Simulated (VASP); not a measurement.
# A few sheets of CrBr2: relaxation and electronic structure, part 4 of 4

Wanted: how a few sheets of CrBr2 relaxes, and what it costs to take an electron out.

VASP 6.6.1; LDA, spin-polarised from a ferromagnetic start; plane waves and PAW (Br, Cr).

Still holding for the runs below: The magnetic state follows from one typed start and may not be the lowest.

So far. Step 3 (Going on with the relaxation): The run ended after 7 ionic steps, 0.005 eV below its first step, once the forces on the free atoms met EDIFFG = -0.03. Step 4 (Vacuum level and density of states): The vacuum level lies 4.88 eV above the highest filled level at the upper face; both faces agree, as the slab has next to no dipole.

## (5) Tunnelling image, filled states within 1 eV

A partial density over this window, at constant height above the top atom, is the Tersoff-Hamann picture of a tunnelling image.

The input, INCAR:

```
SYSTEM = CrBr2
PREC = Normal
ENCUT = 300
EDIFF = 1E-05
NELM = 120
ISMEAR = 0
SIGMA = 0.05
LREAL = .FALSE.
ALGO = Fast
GGA = CA
NBANDS = 44
ISPIN = 2
MAGMOM = 0 0 0 0 3 3
LASPH = .TRUE.
LMAXMIX = 4
LWAVE = .FALSE.
LCHARG = .FALSE.
ISTART = 1
LPARD = .TRUE.
NBMOD = -2
EINT = -2.269 -1.249
LSEPB = .FALSE.
LSEPK = .FALSE.
```

The input, POSCAR:

```
CrBr2
1.0
    4.1683699850      0.0000000000      0.0000000000
    2.5597016450      3.2898686630      0.0000000000
    0.0000000000      0.0000000000     24.4820253074
Br Cr
4 2
Direct
    0.4377848696      0.4377848696      0.6738581576
    0.1695617871      0.1695617871      0.5621201818
    0.5392855109      0.5392855109      0.4378798182
    0.2710624284      0.2710624284      0.3261418424
    0.8016336895      0.8016336895      0.6183529248
    0.9072136075      0.9072136075      0.3816470752
```

The input, KPOINTS:

```
Automatic mesh
0
Gamma
7 7 1
0 0 0
```

PAW data sets: Br and Cr (LDA family, release 64).

The WAVECAR or CHGCAR of an earlier step is read.

On the command line:

```bash
$ mpirun -np 2 vasp_std
```

The program printed:

```text
[banner, memory and clock lines left out]
running    2 mpi-ranks, on    1 nodes
 distrk:  each k-point on    2 cores,    1 groups
 distr:  one band on    1 cores,    2 groups

 POSCAR found type information on POSCAR BrCr
 POSCAR found :  2 types and       6 ions
 LDA part: xc-table for (Slater(with rela. corr.)+CA(PZ))
 , standard interpolation
 found WAVECAR, reading the header
 POSCAR, INCAR and KPOINTS ok, starting setup
 FFT: planning ... GRIDC
 FFT: planning ... GRID_SOFT
 FFT: planning ... GRID
 reading WAVECAR
 the WAVECAR file was read successfully
Calculating partial charge density.
NDMOD =  -2
Energy range energy from INCAR:   -2.269  -1.249
No KPOINTS given: use all of them.

*****************************************************
* Parameters from pardens
*****************************************************

NBMOD is set to  -2
Selected energy range (EINT)   -2.2690  -1.2490
Selected all k-points to calculate charge density.
k-point no.    1; bands inside the range    2
  23  24
k-point no.    2; bands inside the range    4
  21  22  23  24
k-point no.    3; bands inside the range    4
  21  22  23  24
k-point no.    4; bands inside the range    2
  23  24
k-point no.    5; bands inside the range    4
  21  22  23  24
k-point no.    6; bands inside the range    4
  21  22  23  24
k-point no.    7; bands inside the range    2
  23  24
k-point no.    8; bands inside the range    4
  21  22  23  24
k-point no.    9; bands inside the range    4
  21  22  23  24
k-point no.   10; bands inside the range    4
  21  22  23  24
k-point no.   11; bands inside the range    4
  21  22  23  24
k-point no.   12; bands inside the range    4
  21  22  23  24
k-point no.   13; bands inside the range    4
  21  22  23  24
k-point no.   14; bands inside the range    4
  21  22  23  24
k-point no.   15; bands inside the range    4
  21  22  23  24
k-point no.   16; bands inside the range    4
  21  22  23  24
Finished calculating partial charge density.
VASP will stop now.
```

Wall time 1.8 s (2 MPI ranks of Intel Xeon 6975P-C (Granite Rapids), shared host).

Parts of OUTCAR (step 5):

```text
   NELECT =      40.0000    total number of electrons

[... 9 parts as in an earlier step ...]

[... 1 further part left out ...]
```

Local density of states in the window along a and b. Constant height, 2.5 Å above the top atom.

Ten even steps from '0' (0.24 × 1e-4 e/Å³) to '9' (1.80 × 1e-4 e/Å³), each cell a mean:
```
000000000000001111122222222221111100
000000000000000001111111111111111111
111100000000000000000111111111111111
111111111000000000000000000111111111
222222211110000000000000000001111112
222233222221110000000000000000111122
233333333332211100000000000000011122
333444444443332211000000000000011122
334455566655543322110000000000001122
234456667776655433211100000000001112
234456677888776654322110000000000112
223456678899988765543211100000000011
123345678899999887654322110000000011
112334567889999998765432211000000001
111233456788999998876543321100000000
011123345667889998877654322110000000
000112234456678888877655432211000000
000011122344566777776655433211100000
000000112233445566666555433221100000
000000001122233444555544433221110000
000000000111122333344443333221111000
000000000001111222233333322221111000
```
Columns: along a (fractional) from 0 to 0.972; rows upwards: along b (fractional) from 0 to 0.972.

Partial charge density in the ca plane at fractional y = 0.170, with atoms of Br within 0.2 Å of it. It is the smooth field of the valence electrons, not physical close to the nuclei.

Ten steps, logarithmic in the rise over the least value, from '0' (-0.74 × 1e-2 Å⁻³) to '9' (9.26 × 1e-2 Å⁻³), each cell a mean:
```
44444444444444444444568987544444445677655444
44444444444444444445578997544554444555565555
44444444444444444445568998655555444455666555
44444444444444444555556787655555444455676555
44444444444444445566655566655555555555666545
44444444444444445677655555555555555665555555
44444444444444445666567555554445567776544555
44444444444444445566788654444445568876554555
44444444444444444456898654444444567705765445
44444444444444444456776655444444556658865444
44444444444444444445566776544444455688865444
```
Columns run along c (16.0 Å, from fractional 0.03 to 0.68 of the cell), rows up along a (4.2 Å). Atoms in or near the plane, at fractional coordinates: Br at (0.56, 0.17).

Shared out to the nearest atoms, the partial charge density (by size) has 82 % on Cr; its largest share on one atom is 41 % (Cr5), and it takes 2 of the 6 atoms to pass 80 %.

Between its 5th and 95th percentile the partial density varies by a factor of 5.6, which sets the contrast of the image.

## (6) Tunnelling image, empty states within 1 eV

A partial density over this window, at constant height above the top atom, is the Tersoff-Hamann picture of a tunnelling image.

INCAR, as its differences from that of step 5:

```diff
@@ -20,3 +20,3 @@
 NBMOD = -2
-EINT = -2.269 -1.249
+EINT = -1.118 -0.098
 LSEPB = .FALSE.
```

POSCAR is that of step 5.

KPOINTS is that of step 5.

The run starts from files that an earlier step left in the folder.

On the command line:

```bash
$ mpirun -np 2 vasp_std
```

The program printed:

```text
[banner, memory and clock lines left out]
 POSCAR found type information on POSCAR BrCr
 POSCAR found :  2 types and       6 ions
 LDA part: xc-table for (Slater(with rela. corr.)+CA(PZ))
 , standard interpolation
 found WAVECAR, reading the header
 POSCAR, INCAR and KPOINTS ok, starting setup
 FFT: planning ... GRIDC
 FFT: planning ... GRID_SOFT
 FFT: planning ... GRID
 reading WAVECAR
 the WAVECAR file was read successfully
Calculating partial charge density.
NDMOD =  -2
Energy range energy from INCAR:   -1.118  -0.098
No KPOINTS given: use all of them.

NBMOD is set to  -2
Selected energy range (EINT)   -1.1180  -0.0980
Selected all k-points to calculate charge density.
k-point no.    1; bands inside the range    4
  17  18  25  26
k-point no.    2; bands inside the range    2
  25  26
k-point no.    3; bands inside the range    2
  25  26
k-point no.    4; bands inside the range    2
  25  26
k-point no.    5; bands inside the range    4
  17  18  25  26
k-point no.    6; bands inside the range    2
  25  26
k-point no.    7; bands inside the range    2
  25  26
k-point no.    8; bands inside the range    2
  25  26
k-point no.    9; bands inside the range    2
  25  26
k-point no.   10; bands inside the range    2
  25  26
k-point no.   11; bands inside the range    4
  17  18  25  26
k-point no.   12; bands inside the range    4
  17  18  25  26
k-point no.   13; bands inside the range    2
  25  26
k-point no.   14; bands inside the range    2
  25  26
k-point no.   15; bands inside the range    4
  17  18  25  26
k-point no.   16; bands inside the range    4
  17  18  25  26
Finished calculating partial charge density.
VASP will stop now.

[... 2 parts as in an earlier step ...]
```

Wall time 1.6 s (2 MPI ranks); 2.3 s of CPU time.

Parts of OUTCAR (step 6):

```text
   NELECT =      40.0000    total number of electrons

[... 9 parts as in an earlier step ...]

[... 1 further part left out ...]
```

Local density of states in the window along a and b. Constant height, 2.5 Å above the top atom.

Values in units of 1e-4 e/Å³, 12 rows by 16 columns, each cell a mean:
```
1.1 1.2 1.2 1.1 1.0 0.8 0.7 0.6 0.5 0.5 0.5 0.6 0.7 0.9 1.0 1.1
1.1 1.3 1.4 1.4 1.3 1.2 1.0 0.9 0.7 0.6 0.5 0.5 0.6 0.7 0.8 0.9
1.0 1.2 1.4 1.6 1.7 1.6 1.5 1.3 1.0 0.8 0.6 0.5 0.5 0.5 0.6 0.8
0.8 1.0 1.3 1.6 1.8 2.0 1.9 1.8 1.5 1.2 0.9 0.7 0.6 0.5 0.5 0.6
0.6 0.8 1.0 1.4 1.8 2.0 2.2 2.2 2.0 1.7 1.3 1.0 0.8 0.6 0.5 0.5
0.4 0.5 0.7 1.0 1.4 1.8 2.1 2.3 2.3 2.1 1.8 1.4 1.0 0.8 0.6 0.5
0.4 0.4 0.5 0.6 0.9 1.3 1.7 2.1 2.3 2.3 2.1 1.8 1.4 1.0 0.7 0.5
0.5 0.4 0.4 0.4 0.6 0.8 1.2 1.6 1.9 2.1 2.1 1.9 1.6 1.3 1.0 0.7
0.7 0.5 0.4 0.3 0.4 0.5 0.7 1.0 1.4 1.7 1.9 1.9 1.7 1.5 1.2 0.9
0.8 0.6 0.5 0.4 0.3 0.4 0.5 0.6 0.9 1.2 1.4 1.6 1.6 1.5 1.3 1.1
1.0 0.8 0.7 0.5 0.4 0.4 0.4 0.4 0.6 0.8 1.0 1.2 1.3 1.3 1.3 1.1
1.1 1.0 0.9 0.8 0.6 0.5 0.5 0.4 0.4 0.5 0.7 0.8 1.0 1.1 1.2 1.2
```
Columns: along a (fractional) from 0 to 0.972; rows upwards: along b (fractional) from 0 to 0.972.

Partial charge density in the ca plane at fractional y = 0.170, with atoms of Br within 0.2 Å of it. It is the smooth field of the valence electrons, not physical close to the nuclei.

Ten steps, logarithmic in the rise over the least value, from '0' (-0.78 × 1e-2 Å⁻³) to '9' (9.64 × 1e-2 Å⁻³), each cell a mean:
```
44444444444444444455444566666655556665554455
44444444444444444444445689766655555555444556
44444444444444444444456799755555445544445556
44444444444444444445456788655554444444455556
44444444444444444455655666544444444444556556
44444444444444444567776555444444444555556556
44444444444444445577777654444444445667655555
44444444444444445677667654444444455678865555
44444444444444445677656554455545556527875444
44444444444444445566654445555555567706765444
44444444444444444555544455555555567776655445
```
Columns run along c (16.0 Å, from fractional 0.03 to 0.68 of the cell), rows up along a (4.2 Å). Atoms in or near the plane, at fractional coordinates: Br at (0.56, 0.17).

Shared out to the nearest atoms, the partial charge density (by size) has 69 % on Cr; its largest share on one atom is 34 % (Cr5), and it takes 4 of the 6 atoms to pass 80 %.

Between its 5th and 95th percentile the partial density varies by a factor of 5.3, which sets the contrast of the image.

## (7) Putting the energies together

This step: slab, LDA; plane waves and PAW (VASP 6.6.1).

Derived from the runs above.

This step gave:

- ionisation potential at the upper face: 4.881 eV

## (8) Slab, other settings: NELMDL = -8

This step: LDA, spin-polarised from a ferromagnetic start; plane waves and PAW (Br, Cr) (VASP 6.6.1).

The run is repeated with some settings moved, to see what they change.

The input, INCAR:

```
SYSTEM = CrBr2
PREC = Normal
ENCUT = 300
EDIFF = 1E-06
NELM = 120
ISMEAR = 0
SIGMA = 0.05
LREAL = .FALSE.
ALGO = Fast
GGA = CA
NBANDS = 33
ISPIN = 2
MAGMOM = 0 0 0 0 3 3
LASPH = .TRUE.
LMAXMIX = 4
LORBIT = 11
LWAVE = .FALSE.
LCHARG = .FALSE.
KPAR = 2
IDIPOL = 3
LDIPOL = .TRUE.
DIPOL = 0.5 0.5 0.5
LVHAR = .TRUE.
LVACPOTAV = .TRUE.
NELMDL = -8
```

POSCAR is that of step 6.

KPOINTS is that of step 6.

On the command line:

```bash
$ mpirun -np 2 vasp_std
```

The program printed:

```text
[... set-up lines as in an earlier step ...]
 entering main loop
       N       E                     dE             d eps       ncg     rms          rms(c)
DAV:   1     0.299618511983E+03    0.29962E+03   -0.10069E+04  2112   0.630E+02
DAV:   2     0.218493122913E+02   -0.27777E+03   -0.25984E+03  2291   0.194E+02
DAV:   3    -0.293927159685E+02   -0.51242E+02   -0.49276E+02  3000   0.912E+01
DAV:   4    -0.321337115995E+02   -0.27410E+01   -0.27228E+01  2952   0.295E+01
DAV:   5    -0.322033348881E+02   -0.69623E-01   -0.69492E-01  2847   0.402E+00
DAV:   6    -0.322071152113E+02   -0.37803E-02   -0.37800E-02  3184   0.101E+00
DAV:   7    -0.322071642109E+02   -0.49000E-04   -0.48996E-04  2880   0.901E-02
DAV:   8    -0.322071662136E+02   -0.20027E-05   -0.20026E-05  2728   0.184E-02    0.157E+01
RMM:   9    -0.316959883810E+02    0.51118E+00   -0.10768E+01  2360   0.224E+01    0.144E+01
RMM:  10    -0.315707786060E+02    0.12521E+00   -0.20117E+00  2451   0.849E+00    0.694E+00
RMM:  11    -0.315739358946E+02   -0.31573E-02   -0.69763E-01  2694   0.320E+00    0.337E+00
RMM:  12    -0.315810564811E+02   -0.71206E-02   -0.10299E-01  2824   0.185E+00    0.132E+00
RMM:  13    -0.316061400435E+02   -0.25084E-01   -0.28673E-02  2822   0.971E-01    0.101E+00
RMM:  14    -0.316287527078E+02   -0.22613E-01   -0.88355E-03  3003   0.328E-01    0.808E-01
RMM:  15    -0.316724654704E+02   -0.43713E-01   -0.58739E-03  2848   0.287E-01    0.579E-01
RMM:  16    -0.316950474055E+02   -0.22582E-01   -0.51304E-03  2938   0.280E-01    0.285E-01
RMM:  17    -0.316987221051E+02   -0.36747E-02   -0.27443E-03  3010   0.242E-01    0.175E-01
RMM:  18    -0.316992601084E+02   -0.53800E-03   -0.10285E-03  3092   0.155E-01    0.488E-02
RMM:  19    -0.316993742606E+02   -0.11415E-03   -0.25398E-04  2873   0.486E-02    0.356E-02
RMM:  20    -0.316994463875E+02   -0.72127E-04   -0.53442E-05  2858   0.278E-02    0.101E-02
RMM:  21    -0.316994850569E+02   -0.38669E-04   -0.10478E-05  2548   0.173E-02    0.554E-03
RMM:  22    -0.316995084825E+02   -0.23426E-04   -0.26696E-06  2037   0.810E-03    0.428E-03
RMM:  23    -0.316995537522E+02   -0.45270E-04   -0.42164E-06  2278   0.779E-03    0.228E-03
RMM:  24    -0.316995864185E+02   -0.32666E-04   -0.47105E-06  2293   0.668E-03    0.191E-03
RMM:  25    -0.316995998524E+02   -0.13434E-04   -0.12475E-06  1940   0.633E-03    0.142E-03
RMM:  26    -0.316996140266E+02   -0.14174E-04   -0.15030E-06  2007   0.500E-03    0.807E-04
RMM:  27    -0.316996187663E+02   -0.47397E-05   -0.54219E-07  1798   0.440E-03    0.653E-04
RMM:  28    -0.316996203829E+02   -0.16166E-05   -0.24750E-07  1565   0.288E-03    0.445E-04
RMM:  29    -0.316996217946E+02   -0.14117E-05   -0.19034E-07  1571   0.212E-03    0.302E-04
RMM:  30    -0.316996220274E+02   -0.23277E-06   -0.88061E-08  1436   0.189E-03
 [... a notice as in an earlier step ...]

   1 F= -.31699622E+02 E0= -.31699610E+02  d E =-.243549E-04  mag=     7.9999
```

Elapsed: 45 s, on 2 MPI ranks; peak memory 0.48 GiB.

From OUTCAR (step 8):

```text
   NELECT =      40.0000    total number of electrons

 E-fermi :  -1.1784

 spin component 1
 k-point     1 :       0.0000    0.0000    0.0000
  band No.  band energies     occupation
    ...
     20      -2.5442      1.00000
     21      -2.3289      1.00000
     22      -2.3134      1.00000
     23      -1.3086      0.99988
     24      -1.2686      0.99464
     25      -0.5068      0.00000
     26      -0.3964      0.00000
     27       1.2323      0.00000
     28       1.7888      0.00000
     29       1.9749      0.00000
    ...

 k-point     2 :       0.1429    0.0000    0.0000
  band No.  band energies     occupation
    ...
     20      -2.4601      1.00000
     21      -2.1976      1.00000
     22      -2.1685      1.00000
     23      -1.4867      1.00000
     24      -1.4226      1.00000
     25      -0.8526      0.00000
     26      -0.8069      0.00000
     27       1.9679      0.00000
     28       2.3818      0.00000
     29       2.5019      0.00000
    ...

  Total       -2.3335537     -2.8998790     -0.1360281      0.3639361     -0.0043392     -0.0088802
  in kB      -11.1361796    -13.8387959     -0.6491529      1.7367752     -0.0207076     -0.0423779
  external PRESSURE =      -8.5413761 kB  Pullay stress =       0.0000000 kB

 POSITION                                       TOTAL-FORCE (eV/Angst)
 -----------------------------------------------------------------------------------
      2.94545      1.44025     16.49741        -0.007767     -0.003798      0.012094
      1.14082      0.55784     13.76184         0.008722      0.004265     -0.025617
      3.62835      1.77418     10.72018        -0.008722     -0.004265      0.025617
      1.82373      0.89176      7.98461         0.007767      0.003798     -0.012094
      5.39345      2.63727     15.13853         0.004502      0.002201     -0.013710
      6.10380      2.98461      9.34349        -0.004502     -0.002201      0.013710
 -----------------------------------------------------------------------------------
    total drift:                                0.000097      0.000047     -0.000059

  FREE ENERGIE OF THE ION-ELECTRON SYSTEM (eV)
  ---------------------------------------------------
  free  energy   TOTEN  =       -31.6996220274 eV

  energy  without entropy=      -31.6995976725  energy(sigma->0) =      -31.69960985

[... 14 parts as in an earlier step ...]

[... 11 further parts left out ...]
```

NELMDL acts on the way to self-consistency or on speed; a fully converged result doesn't depend on them, though slow mixing can meet EDIFF with the stress still off.

This step gave:

| Quantity | Value |
| --- | --- |
| electronic cycles | 30 |
| gap on the k-mesh | 0.1903 eV |
| least direct gap on the k-mesh | 0.4374 eV |

Settings moved on purpose: NELMDL = -8.

Against the run that it repeats, NBANDS also differs.

Side by side:

```
                    quantity  this run  the run it repeats  difference
energy at zero smearing (eV)   -31.700             -31.700     -7.0e-8
    free energy (TOTEN) (eV)   -31.700             -31.700     -7.0e-8
           electronic cycles        30                  26           4
```

The energy stays within 0.1 meV an atom.

## (9) Outcome

```
ionisation potential of the slab : 4.88 eV
```

**Reading.** The ionisation potential is 4.88 eV at both faces. The atom that ends on top (Br) moved inwards by 0.48 Å, counted from the mean of all atoms. The largest moment is 3.68 μB. Semilocal band edges put the ionisation potential too low and the gap too small. The cell in the plane was kept as given and was not relaxed here. The slab has a gap, so the level below the vacuum is counted from the highest filled level.

[Lines on the potential files, build, host, timing and source positions are cut from VASP's logs without a mark.]

[Logs are printed without paths, hosts, clocks, repeated set-up lines and the standing remarks that a program may print on its own settings, such as how far it seeks lower states.]

[Hosts, paths, dates, database ids (printed as entryN), source tags and the programs' standing remarks are cut or masked in the printed files.]

[In band tables of VASP the shares of atoms and orbitals are scaled to a sum of 1 inside the atoms' spheres.]

[Runs that stopped without an error message from VASP are left out.]
